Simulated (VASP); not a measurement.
All values below come from PBEsol GGA, VASP's PBE PAW potentials (set 64) (plane waves; VASP).

VASP ran on this input.

**KPOINTS**
```
Automatic mesh
0
gamma
 4 4 6
```

INCAR:
```
ALGO=Normal
EDIFF=1E-6
EDIFFG=-0.02
ENCUT=520
GGA=PS
IBRION=2
ISIF=3
ISMEAR=0
LASPH=T
LCHARG=F
LMAXMIX=4
LREAL=F
LWAVE=F
NELM=100
NSW=60
PREC=Accurate
SIGMA=0.05
SYSTEM=SnO2
```

**POSCAR**
```
SnO2
1.0
  4.7701778429   0.0000000000   0.0000000000
  0.0000000000   4.7701778429   0.0000000000
  0.0000000000   0.0000000000   3.2197953572
Sn O
2 4
Cartesian
  0.0000000000   0.0000000000   0.0000000000
  2.3850889214   2.3850889214   1.6098976786
  1.4615030886   1.4615030886   0.0000000000
  3.8465920100   0.9235858329   1.6098976786
  0.9235858329   3.8465920100   1.6098976786
  3.3086747543   3.3086747543   0.0000000000
```

POTCAR, in this order: Sn_d O (PBE.64 set). Program: vasp_std.

Unless said otherwise, spin-orbit coupling is left out, though it shifts the bands of the heavy elements here.

Question: Predict the energy per atom (σ→0), band gap (on the k-mesh).

Answer: 
```yaml
energy per atom (σ→0): -6.612 eV/atom
band gap (on the k-mesh): 0.88 eV
```

File OSZICAR:
```
...
DAV:   8    -0.396827703044E+02    0.40974E-01   -0.27291E-01  2157   0.479E+00    0.723E-01
DAV:   9    -0.396686180326E+02    0.14152E-01   -0.74141E-02  2309   0.378E+00    0.137E-01
DAV:  10    -0.396690509752E+02   -0.43294E-03   -0.49359E-03  2154   0.669E-01    0.401E-02
DAV:  11    -0.396690911820E+02   -0.40207E-04   -0.21020E-04  2363   0.162E-01    0.195E-02
DAV:  12    -0.396690924346E+02   -0.12526E-05   -0.12144E-05  1790   0.308E-02    0.129E-02
DAV:  13    -0.396690895686E+02    0.28660E-05   -0.12377E-05  1880   0.442E-02    0.239E-03
DAV:  14    -0.396690896999E+02   -0.13131E-06   -0.89197E-07  1076   0.935E-03
   1 F= -.39669090E+02 E0= -.39669090E+02  d E =-.396691E+02
```

The compound is SnO2 in the rutile structure. It was relaxed first. The start is the result of an earlier pass.
